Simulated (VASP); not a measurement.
ZrC:

```
Zr C
1.0
     0.00000    2.35021    2.35021
     2.35021    0.00000    2.35021
     2.35021    2.35021    0.00000
Zr C
1 1
Direct
  0.50000 0.50000 0.50000
  0.00000 0.00000 0.00000
```

```yaml
Program: VASP 6.6.1
Task: relaxation of cell and atoms
Functional: PBEsol
Potentials_or_basis: VASP PAW PBE potentials, release 64 (Zr_sv, C)
Cutoff: 600 eV
k_mesh: 6 × 6 × 6
Occupations: gaussian, width 0.1 eV
Spin: no spin polarisation
```

At the start: pressure -4.2 GPa; volume 12.98 Å³/atom.

Q: How do energy, volume and symmetry change on relaxing?

A: Over 3 steps the energy falls by 3.1 meV/atom and the volume is 12.75 Å³/atom (-1.8 %); space group Fm-3m (No. 225, to 0.05 Å).

Step by step:
```csv
step,energy change (eV),largest force (eV/Å),pressure (GPa),volume (Å³)
1,0.0000,0.0000,-4.17,25.96
2,0.0121,0.0000,7.77,24.71
3,-0.0063,0.0000,-0.04,25.49
```

Final structure:
```
Zr C
1.0
     0.00000    2.33600    2.33600
     2.33600    0.00000    2.33600
     2.33600    2.33600    0.00000
Zr C
1 1
Direct
  0.50000 0.50000 0.50000
  0.00000 0.00000 0.00000
```

Caveat: the k mesh is coarse (spacing up to 0.39 Å⁻¹), so the values aren't converged; the PAW data sets were made with another functional, which shifts forces and pressure a little.
